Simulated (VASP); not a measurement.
Input:

```
CELL_PARAMETERS angstrom
      0.00000     2.72824     2.72824
      2.72824     0.00000     2.72824
      2.72824     2.72824     0.00000
ATOMIC_POSITIONS crystal
  Si 0.00000 0.00000 0.00000
  Si 0.25000 0.25000 0.25000
```

Calculation: LDA (Ceperley-Alder, Perdew-Zunger), VASP's LDA PAW potentials (set 64) (plane waves; VASP 6.6.1). Settings: 520 eV cut-off, 8×8×8 Γ-centred mesh, Gaussian smearing of 0.050 eV, potentials Si.

### Question
Give the stress tensor in GPa (positive for a compressed cell).

### Answer

```
-2.69   0.00   0.00
 0.00  -2.69   0.00
 0.00   0.00  -2.69
```
The pressure is its mean diagonal, -2.69 GPa.

The compound is Si in the diamond structure. This cell is one point of a volume scan, at 1.03 of the reference volume.
